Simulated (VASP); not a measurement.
Method: vdW-DF2, VASP's PBE PAW potentials (set 64) (plane waves; VASP 6.6.1).

A VASP calculation is set up with these files.

### INCAR
```
SYSTEM=Ti
PREC=Accurate; ENCUT=520; LREAL=.False.
LASPH=.True.
EDIFF=1E-7; NELM=100; ALGO=Normal
LMAXMIX=4
ISMEAR=-5
GGA=ML; LUSE_VDW=.True.; AGGAC=0.0
ZAB_VDW=-1.8867
ISIF=2
LWAVE=.False.; LCHARG=.True.; LORBIT=11
NEDOS=601
```

**KPOINTS**
```
Automatic mesh
0
gamma
16 16 9
0 0 0
```

File POSCAR:
```
Ti
1
    1.4833521735    -2.5692413898    -0.0000000000
    1.4833521735     2.5692413898    -0.0000000000
    0.0000000000     0.0000000000     4.7098092194
Ti
2
Direct
  0.3333330000   0.6666670000   0.2500000000
  0.6666670000   0.3333330000   0.7500000000
```

POTCAR, in this order: Ti_sv (PBE.64 set). Program: vasp_std.

The resulting files:

OSZICAR:
```
       N       E                     dE             d eps       ncg     rms          rms(c)
DAV:   1     0.258670042283E+03    0.25867E+03   -0.13698E+04  4808   0.187E+03
DAV:   2     0.188620570683E+02   -0.23981E+03   -0.23869E+03  4992   0.497E+02
DAV:   3    -0.894688238060E+01   -0.27809E+02   -0.27688E+02  9464   0.136E+02
DAV:   4    -0.101569675140E+02   -0.12101E+01   -0.12100E+01  4952   0.301E+01
DAV:   5    -0.102297332942E+02   -0.72766E-01   -0.72768E-01  8016   0.500E+00    0.106E+01
DAV:   6    -0.865835392271E+01    0.15714E+01   -0.66213E+00  5688   0.290E+01    0.287E+00
DAV:   7    -0.867563368761E+01   -0.17280E-01   -0.52788E-01  7184   0.620E+00    0.190E+00
DAV:   8    -0.870310832281E+01   -0.27475E-01   -0.16918E-01  5432   0.565E+00    0.607E-01
DAV:   9    -0.869698732992E+01    0.61210E-02   -0.33571E-02  5728   0.220E+00    0.495E-02
DAV:  10    -0.869706701856E+01   -0.79689E-04   -0.20180E-03  7616   0.371E-01    0.582E-02
DAV:  11    -0.869703756387E+01    0.29455E-04   -0.10315E-04  6440   0.101E-01    0.196E-02
DAV:  12    -0.869699511638E+01    0.42447E-04   -0.17583E-05  5712   0.409E-02    0.525E-03
DAV:  13    -0.869699785180E+01   -0.27354E-05   -0.57010E-07  5656   0.817E-03    0.264E-03
DAV:  14    -0.869700233024E+01   -0.44784E-05   -0.63649E-07  5904   0.753E-03    0.787E-04
DAV:  15    -0.869700145882E+01    0.87142E-06   -0.39263E-08  3208   0.214E-03    0.149E-04
DAV:  16    -0.869700136506E+01    0.93768E-07   -0.56938E-09  3048   0.744E-04
   1 F= -.86970014E+01 E0= -.86970014E+01  d E =0.000000E+00
```

OUTCAR:
```
------------------------ aborting loop because EDIFF is reached ----------------------------------------
  FORCE on cell =-STRESS in cart. coord.  units (eV):
  Direction    XX          YY          ZZ          XY          YZ          ZX
  --------------------------------------------------------------------------------------
  Total        0.0005918      0.0005918     -0.0334657      0.0000000     -0.0000000     -0.0000000
  in kB        0.0264114      0.0264114     -1.4935785      0.0000000     -0.0000000     -0.0000000
  external PRESSURE =      -0.4802519 kB  Pullay stress =       0.0000000 kB
  volume of cell :       35.90
      direct lattice vectors                 reciprocal lattice vectors
     1.483352173 -2.569241390  0.000000000     0.337074370 -0.194609974  0.000000000
     1.483352173  2.569241390  0.000000000     0.337074370  0.194609974  0.000000000
     0.000000000  0.000000000  4.709809219     0.000000000  0.000000000  0.212322825
 POSITION                                       TOTAL-FORCE (eV/Angst)
 -----------------------------------------------------------------------------------
      1.48335      0.85642      1.17745         0.000000     -0.000000      0.000000
      1.48335     -0.85642      3.53236        -0.000000      0.000000      0.000000
 -----------------------------------------------------------------------------------
    total drift:                                0.000190      0.001077     -0.000018
  FREE ENERGIE OF THE ION-ELECTRON SYSTEM (eV)
  ---------------------------------------------------
  free  energy   TOTEN  =        -8.6970013651 eV

  energy  without entropy=       -8.6970013651  energy(sigma->0) =       -8.69700137

 total charge

# of ion       s       p       d       tot
------------------------------------------
    1        2.246   6.107   1.917  10.271
    2        2.246   6.107   1.917  10.271
--------------------------------------------------
tot          4.492  12.215   3.835  20.542
```
(Selected blocks of OUTCAR.)

For a metal the tetrahedron method with Blöchl corrections gives inexact stress and forces.

The compound is Ti in the hcp structure. It was relaxed first.
